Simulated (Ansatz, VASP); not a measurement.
# HfBRh3 in two plane-wave programs

One calculation is typed for both programs; each brings its own data sets. How far apart do they land? The cell is taken from a series of runs on this material, whose earlier steps may have relaxed, scaled, displaced or heated it; both programs get it as it stands.

Calculated with Ansatz 0.2.0; plane waves, with VASP 6.6.1 beside it; relaxation of cell and atoms at PBEsol.

## 1. Starting point

The structure is cubic, space group Pm-3m (No. 221). Conventional cell: a = 4.079 Å, b = 4.079 Å, c = 4.079 Å, α = 90.00°, β = 90.00°, γ = 90.00°. Hf has 12 Rh at 2.88 Å nearest. Nearest to B lie 6 Rh at 2.04 Å. Rh has 2 B at 2.04 Å and 4 Hf at 2.88 Å and 8 Rh at 2.88 Å nearest. Farther neighbours are not listed.

Coordinates:

```cif
data_structure
_symmetry_space_group_name_H-M 'Pm-3m'
_symmetry_Int_Tables_number 221
_cell_length_a 4.0788
_cell_length_b 4.0788
_cell_length_c 4.0788
_cell_angle_alpha 90.000
_cell_angle_beta 90.000
_cell_angle_gamma 90.000
_cell_volume 67.86
loop_
_atom_site_label
_atom_site_type_symbol
_atom_site_symmetry_multiplicity
_atom_site_Wyckoff_symbol
_atom_site_fract_x
_atom_site_fract_y
_atom_site_fract_z
_atom_site_occupancy
Hf1 Hf 1 a 0.00000 0.00000 0.00000 1
B1 B 1 b 0.50000 0.50000 0.50000 1
Rh1 Rh 3 c 0.00000 0.50000 0.50000 1
```

## 2. Ansatz: relaxation of cell and atoms, PBEsol

Ansatz runs on its PAW soft_1 files.

The relaxed volume is the usual yardstick between codes: in a stiff, nearly cubic crystal its relative difference is about their pressure difference at one cell divided by the bulk modulus.

input.yaml

```yaml
crystal:
  lattice:
    - [4.0787653267, 0.0, 0.0]
    - [0.0, 4.0787653267, 0.0]
    - [0.0, 0.0, 4.0787653267]
  atoms:
    - { symbol: Hf, position: [0.0, 0.0, 0.0] }
    - { symbol: B, position: [0.5, 0.5, 0.5] }
    - { symbol: Rh, position: [0.0, 0.5, 0.5] }
    - { symbol: Rh, position: [0.5, 0.5, 0.0] }
    - { symbol: Rh, position: [0.5, 0.0, 0.5] }
kpoints:
  mp_grid: { grid: [12, 12, 12] }
hamiltonian:
  xc: pbesol
  pseudopotentials: { kind: paw, azcp: { folder: soft_1 }, xc_functional: pbe }
scf:
  occupations: { method: methfessel_paxton, width: 0.2 }
output:
  forces: true
  stress: true
  eigenvalues: true
relax:
  adjacent_minimum: "off"
  f_tol: 0.001
  max_steps: 60
  cell: { stress_tol: 0.01 }
```

The run is started by

```sh
$ ansatz run input.yaml --threads 4 --pin off --max-ram 10240MiB --backend cpu --events-out ev --progress --plain --runs-dir out
```

Numbers of over 12 decimals in the logs are rounded to 6 here.

The program printed:

```text
Engine: ansatz 0.2.0, aarch64-unknown-linux-gnu
Pseudopotentials: kind: paw
Pseudopotential: Hf, paw, valence charge 26, recommended cutoff 420 eV (normal), soft_1/Hf.paw.azcp
Pseudopotential: B, paw, valence charge 3, recommended cutoff 420 eV (normal), soft_1/B.paw.azcp
Pseudopotential: Rh, paw, valence charge 17, recommended cutoff 420 eV (normal), soft_1/Rh.paw.azcp
Functional definition: PBEsol
  exchange = pbesol_x
  correlation = pbesol_c
Crystal: 5 atoms, lattice volume = 67.856 Å³
Basis set: ecut = 420 eV, 1357 PW (Γ), exchange–correlation on 60×60×60 points (8 copies of the dense FFT grid, shifted against one another)
Bands: 48, of which v1, the nominal top of the filled ones, is band 40 counted from 1 (39 counted from 0)
Symmetry: 48 space group operations
Space group: Pm-3m (ITA 221), of the structure as read, at distance tolerance 4.1e-5 Å
k-points: 84 of 1728
Non-local potential: Hf, projectors of the file, l = 0: 3, l = 1: 2, l = 2: 2, l = 3: 3
Non-local potential: B, projectors of the file, l = 0: 2, l = 1: 2, l = 2: 1
Non-local potential: Rh, projectors of the file, l = 0: 3, l = 1: 2, l = 2: 2, l = 3: 1
PAW form: soft (Blöchl's): semilocal exchange-correlation on the pseudo side does not see the compensation charge
PAW frozen core: Hf, regenerated for the run's functional, and the local potential with it (the file was generated under x = pbe(κ = 0.804, μ = 0.219515), c = pbe(β = 0.066725))
PAW frozen core: B, regenerated for the run's functional, and the local potential with it (the file was generated under x = pbe(κ = 0.804, μ = 0.219515), c = pbe(β = 0.066725))
PAW frozen core: Rh, regenerated for the run's functional, and the local potential with it (the file was generated under x = pbe(κ = 0.804, μ = 0.219515), c = pbe(β = 0.066725))
PAW one-centre angular grid: Hf, 590 points (default); XC on 64 Gauss nodes
PAW one-centre angular grid: B, 110 points (default); XC on 64 Gauss nodes
PAW one-centre angular grid: Rh, 590 points (default); XC on 64 Gauss nodes
Initial density: superposition of atomic densities (chi_scale 0.1, normalization cell, long waves kept (reshape's long-wave potential 0.00 eV rms))
Initial wavefunctions: pseudopotential atomic-orbital guess
Functional: x = pbesol(κ = 0.804, μ = 0.123457), c = pbesol(β = 0.046)
SCF iter   1: F=—  HF=-34786.640807 eV  |F-HF|=—  |Δ(HF+E_count)|=         —  Δρ=3.35e-1  dr2=1.40e2  ethr=3.10e-3  ⟨swp⟩=4.9  Hψ=12039  notcnv=0
preconditioner: auto → Kerker (q_TF=auto, 2.804 Å⁻¹)  [metal: Δε(μ)=0.022 eV  Ē_g=10.376 eV  σ=0.200 eV  W_gap=0.09  n_scr=26 (ndim 8)  ℏωp=31.2 eV  f_vac=0.000  D(μ)=4.64/eV (n_scr^D=56)]
SCF iter   2: F=—  HF=-34774.221841 eV  |F-HF|=—  |Δ(HF+E_count)|=    1.24e1  S|Δr|=    0.00e0  Δρ=1.22e-1  dr2=1.84e1  ethr=3.10e-3  ⟨swp⟩=2.9  Hψ=8554  notcnv=0  defer=71
SCF iter   3: F=—  HF=-34772.159201 eV  |F-HF|=—  |Δ(HF+E_count)|=    2.06e0  S|Δr|=    0.00e0  Δρ=3.54e-2  dr2=1.77e0  ethr=3.10e-3  ⟨swp⟩=2.4  Hψ=7266  notcnv=0  defer=40
SCF iter   4: F=—  HF=-34771.855759 eV  |F-HF|=—  |Δ(HF+E_count)|=   3.03e-1  S|Δr|=    0.00e0  Δρ=2.08e-2  dr2=5.62e-1  ethr=2.21e-3  ⟨swp⟩=2.0  Hψ=6815  notcnv=0  defer=50
SCF iter   5: F=—  HF=-34771.756678 eV  |F-HF|=—  |Δ(HF+E_count)|=   9.91e-2  S|Δr|=    0.00e0  Δρ=5.62e-3  dr2=2.50e-2  ethr=7.03e-4  ⟨swp⟩=2.0  Hψ=6829  notcnv=0  defer=50
SCF iter   6: F=—  HF=-34771.753633 eV  |F-HF|=—  |Δ(HF+E_count)|=   3.05e-3  S|Δr|=    0.00e0  Δρ=3.01e-3  dr2=1.40e-2  ethr=3.13e-5  ⟨swp⟩=1.0  Hψ=4166  notcnv=0  defer=50
SCF iter   7: F=—  HF=-34771.750489 eV  |F-HF|=—  |Δ(HF+E_count)|=   3.14e-3  S|Δr|=    0.00e0  Δρ=1.09e-3  dr2=2.09e-3  ethr=1.75e-5  ⟨swp⟩=2.0  Hψ=5003  notcnv=0  defer=50
SCF iter   8: F=—  HF=-34771.750218 eV  |F-HF|=—  |Δ(HF+E_count)|=   2.72e-4  S|Δr|=    0.00e0  Δρ=6.28e-4  dr2=6.95e-4  ethr=2.61e-6  ⟨swp⟩=1.1  Hψ=3972  notcnv=0  defer=50
SCF iter   9: F=—  HF=-34771.750059 eV  |F-HF|=—  |Δ(HF+E_count)|=   1.58e-4  S|Δr|=    0.00e0  Δρ=1.62e-4  dr2=4.25e-5  ethr=8.69e-7  ⟨swp⟩=2.0  Hψ=4669  notcnv=0  defer=50
SCF iter  10: F=—  HF=-34771.750042 eV  |F-HF|=—  |Δ(HF+E_count)|=   1.69e-5  S|Δr|=    0.00e0  Δρ=1.06e-5  dr2=4.52e-8  ethr=1.25e-10  ⟨swp⟩=7.6  Hψ=20357  notcnv=0
SCF iter  11: F=-34771.750042 eV  HF=-34771.750042 eV  |F-HF|=1.24e-9  |Δ(HF+E_count)|=   3.32e-9  S|Δr|=    0.00e0  Δρ=1.75e-6  dr2=1.96e-9  ethr=5.65e-11  ⟨swp⟩=2.0  Hψ=12628  notcnv=0
SCF 1 converged in 11 iterations: F = -34771.750042 eV  dr2 = 1.96e-9
  greatest PAW one-centre occupation: 0.999 electrons in one spin orbital (limit 2), on the Rh atom at site 2 (counted from 0), in its partial waves of l = 0
relax step   1: F+E_penalty+E_count = -34771.75004246 eV  Δ(F+E_penalty+E_count) = +0.000e0 eV  max|allowed force component| = 6.616e-29 eV/Å  Δτ_max = 0.0000 Å  P = -0.055 GPa  Ω = 67.856 Å³  (11 SCF iters, dr2 threshold 1.00e-7 eV, accepted)
[...]
relax step   2: F+E_penalty+E_count = -34771.75006057 eV  Δ(F+E_penalty+E_count) = -1.812e-5 eV  max|allowed force component| = 5.530e-29 eV/Å  Δτ_max = 0.0000 Å  P = +0.026 GPa  Ω = 67.833 Å³  energy of the carried Pulay correction = +1.608e-5 eV  (5 SCF iters, dr2 threshold 7.60e-9 eV, accepted)
[...]
relax step   3: F+E_penalty+E_count = -34771.75005602 eV  Δ(F+E_penalty+E_count) = +4.553e-6 eV  max|allowed force component| = 8.415e-30 eV/Å  Δτ_max = 0.0000 Å  P = +0.000 GPa  Ω = 67.840 Å³  energy of the carried Pulay correction = +1.095e-5 eV  (4 SCF iters, dr2 threshold 1.67e-9 eV, accepted)
[...]
relax step   4: F+E_penalty+E_count = -34771.75003734 eV  Δ(F+E_penalty+E_count) = +1.868e-5 eV  max|allowed force component| = 1.388e-29 eV/Å  Δτ_max = 0.0000 Å  P = +0.000 GPa  Ω = 67.840 Å³  stress off target by 5.13e-5 GPa  SCF on the basis re-selected at this cell (its energy is not comparable with the rows above)  (6 SCF iters)
basis re-selected at this cell: Δ(F+E_penalty+E_count) = +1.868e-5 eV, ΔP = -0.000 GPa vs the last step (what re-selecting the basis moved, of the pressure what is left beyond the Pulay correction that the steps carried, after the strain that the cell walked since its last selection, with what the two solves' SCF thresholds leave and, on support functions, any second-order correction that the steps lacked; it is no m [...]
SCF converged after 6 iterations
Stability not checked: this state was not tested for a lower state beside it, because cold or Methfessel-Paxton smearing, or corrected tetrahedra, fill the levels in a way that the test cannot read (fill_not_monotonic; see scf.lower_state_search)
Free energy (F): -34771.750037 eV
Harris-Foulkes:  -34771.750037 eV  (|F-HF|=1.46e-11)
Internal energy: -34771.756405 eV  (E = F + TS)
E sigma→0 (E₀):  -34771.751629 eV
Entropy (-TS):   0.006368 eV (1.274 meV/atom)
Fermi energy:    20.838856 eV
--- Per-component energies (eV) ---
  E_band       = -262.454150
  E_kinetic    = 2073.739394
  E_local      = -10863.461804  (includes V_loc(G=0)·N_el)
  E_nonlocal   = 977.856027
  E_hartree    = 4769.425161
  E_xc         = -901.433930
  E_vxc        = -1054.188961  (∫ρ·V_xc dr)
  E_paw        = -18273.403504  (= ΣΔE_a)
  E_vpaw       = -935.249414  (= ΣTr[D̂ρ^β])
  E_aug_tail   = 0.000345  (compensation charges beyond the density's cutoff)
  E_ewald      = -12556.572463
  E_core_change = 2.094369  (= ΣΔE_core)
  E_smearing   = 0.006368  (= −TS)
  E_closure    = -0.000000  (closes the sum)
  Σ components = -34771.750037   (vs F -34771.750037, Δ=0.00e0)
--- Forces (eV/Å), atoms counted from 1 ---
  atom   1  Hf    -0.00000000    -0.00000000     0.00000000
  atom   2  B      0.00000000     0.00000000     0.00000000
  atom   3  Rh     0.00000000     0.00000000     0.00000000
  atom   4  Rh     0.00000000    -0.00000000    -0.00000000
  atom   5  Rh     0.00000000     0.00000000     0.00000000
  max |Σ_I F_I| component: 5.89e-29 eV/Å
--- Stress (GPa, compression-positive) ---
        0.000051      -0.000000       0.000000
       -0.000000       0.000051       0.000000
        0.000000       0.000000       0.000051
  P = ⅓ Tr σ = 0.0001 GPa (0.001 kbar)
--- Band table (eV; the first three rows and the last of 84) ---
  k-point 0: bands = [... 36 lower, 19.4723, 19.4723, 20.7552, 20.7844, 20.7844, 20.7844, 23.4885, 23.4885, ... 4 higher]
  k-point 1: bands = [... 36 lower, 19.2547, 19.7577, 20.6988, 20.7845, 21.0154, 21.0154, 23.4461, 23.5534, ... 4 higher]
  k-point 2: bands = [... 36 lower, 19.0442, 19.8094, 20.5313, 20.7850, 21.4478, 21.4478, 23.3295, 23.6470, ... 4 higher]
  k-point 83: bands = [... 36 lower, 20.5870, 20.5870, 20.5870, 21.0225, 21.0225, 21.0225, 22.3689, 22.3689, ... 4 higher]
--- Relaxed structure (3 steps of the walk, 3 accepted, 1 SCFs on fresh bases) ---
  F+E_penalty+E_count = -34771.75003734 eV   max|allowed force component| = 1.388e-29 eV/Å   (the final SCF, on the basis selected at the relaxed cell)
  cell:  # Å, volume = 67.8405 Å³
    - [4.078461, 0, 0.0]
    - [0, 4.078461, 0.0]
    - [0.0, 0.0, 4.078461]
  atoms:
    - { symbol: Hf, position: [0, 0, 0] }
    - { symbol: B, position: [0.5, 0.5, 0.5] }
    - { symbol: Rh, position: [0, 0.5, 0.5] }
    - { symbol: Rh, position: [0.5, 0.5, 0] }
    - { symbol: Rh, position: [0.5, 0, 0.5] }
```

(Continued in part 2 of 2.)

[Lines on the potential files, build, host, timing and source positions are cut from VASP's logs without a mark.]

[Logs are printed without paths, hosts, clocks, repeated set-up lines and the standing remarks that a program may print on its own settings, such as how far it seeks lower states.]

[Hosts, paths, dates, database ids (printed as entryN), source tags and the programs' standing remarks are cut or masked in the printed files.]
